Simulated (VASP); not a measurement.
Here is the system:

```yaml
crystal:
  lattice:
    - [0.00000, 3.06359, 3.06359]
    - [3.06359, 0.00000, 3.06359]
    - [3.06359, 3.06359, 0.00000]
  atoms:
    - { symbol: Ga, position: [0.00000, 0.00000, 0.00000] }
    - { symbol: Sb, position: [0.25000, 0.25000, 0.25000] }
```

The numbers are results of r2SCAN meta-GGA with spin-orbit coupling, VASP's PBE PAW potentials (set 64) (plane waves; VASP 6.6.1), not measurements. Numerical set-up: 400 eV cut-off, 7×7×7 Γ-centred mesh, Gaussian smearing of 0.050 eV, potentials Ga_d Sb.

### Question
Give the energies of bands 13 to 25 at the high-symmetry points, in eV from the valence-band maximum.

### Answer

```
band      Γ      X      U      L      W
----  -----  -----  -----  -----  -----
13    -0.68  -7.26  -7.11  -6.79  -7.17
14    -0.68  -7.26  -7.02  -6.79  -7.06
15     0.00  -3.03  -4.06  -1.63  -3.87
16     0.00  -3.03  -3.87  -1.63  -3.56
17     0.00  -2.79  -2.51  -1.24  -3.44
18     0.00  -2.79  -2.49  -1.24  -3.42
19     0.20   0.90   1.41   0.45   3.57
20     0.20   0.90   1.43   0.45   3.93
21     2.62   1.26   3.90   3.74   4.39
22     2.62   1.26   4.03   3.74   4.43
23     2.83   8.88   6.72   3.84   4.53
24     2.83   8.88   6.90   3.84   4.62
25     2.83   9.08   7.00   6.70   4.86
```

The gap is direct, 0.20 eV, from the valence maximum at Γ to the conduction minimum at Γ.

The compound is GaSb in the zinc blende structure. It was relaxed first.
